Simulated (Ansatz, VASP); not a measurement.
LiYHg in VASP and in Ansatz

Contents of INCAR:

```
SYSTEM = LiYHg
ALGO = Normal ; EDIFF = 1E-6
EDIFFG = -0.01 ; ENCUT = 600
GGA = PE ; IBRION = 2
ISIF = 3 ; ISMEAR = 0
LASPH = .TRUE. ; LCHARG = .FALSE.
LREAL = .FALSE. ; LWAVE = .FALSE.
NELM = 100 ; NSW = 100
PREC = Accurate ; SIGMA = 0.1
```

File KPOINTS:

```
k-points
0
G
  12 12 10
  0 0 0
```

POSCAR

```
LiYHg
1.0
    4.2365820120      0.0000000000      0.0000000000
    0.0000000000      4.2365820120      0.0000000000
    0.0000000000      0.0000000000      5.1756040391
Li Y Hg
1 1 1
Direct
    0.5000000000      0.5000000000      0.5000000000
    0.0000000000      0.0000000000      0.0000000000
    0.5000000000      0.5000000000      0.0000000000
```

Input for Ansatz:

```yaml
crystal:
  lattice:
    - [4.236582012, 0.0, 0.0]
    - [0.0, 4.236582012, 0.0]
    - [0.0, 0.0, 5.1756040391]
  atoms:
    - { symbol: Li, position: [0.5, 0.5, 0.5] }
    - { symbol: "Y", position: [0.0, 0.0, 0.0] }
    - { symbol: Hg, position: [0.5, 0.5, 0.0] }
basis:
  ecutwfc: 420
kpoints:
  mp_grid: { grid: [12, 12, 10] }
hamiltonian:
  xc: pbe
scf:
  occupations: { method: gaussian, width: 0.1 }
output:
  forces: true
  stress: true
  eigenvalues: true
  write_density: true
  write_potential: true
  elf: true
  volumetric_format: npy
relax:
  adjacent_minimum: "off"
  f_tol: 0.01
  max_steps: 80
  cell: { stress_tol: 0.05 }
```

Change from the starting cell: species swapped into the YCoC type (P4/mmm, No. 123).

Alike in both runs: task relaxation of cell and atoms; functional PBE; k mesh 12 × 12 × 10; occupations gaussian, width 0.1 eV; no spin polarisation.

```csv
,VASP,Ansatz
version,VASP 6.6.1,Ansatz 0.2.0
potentials or method,"VASP PAW PBE potentials, release 64 (Li_sv, Y_sv, Hg)","scalar-relativistic, plane waves, PAW"
plane-wave cutoff (eV),600,420
valence electrons in the cell,26,34
```

VASP gave:

```
gap on the k mesh at the Fermi level, each at its own relaxed structure (eV) : none
relaxed volume (Å³/atom)                                                     : 31.09
relaxed cell length with the largest relative difference (Å)                 : 5.246
energy change over the relaxation (meV/atom)                                 : -1
```

**Question.** What did Ansatz give for the same quantities?

**Answer.** gap on the k mesh at the Fermi level, each at its own relaxed structure (eV): none; relaxed volume (Å³/atom): 31.14; relaxed cell length with the largest relative difference (Å): 5.251; energy change over the relaxation (meV/atom): -1.

A gap of «none» marks a metal or a gap that the smearing closes. The two sets of potentials don't hold the same shells in valence.

Caveats: the cutoff is under 1.25 times the usual one of these potentials, so pressure, stress and relaxed cells hold a basis-set (Pulay) error (VASP). Spin-orbit coupling is left out, which matters for the levels of Hg.
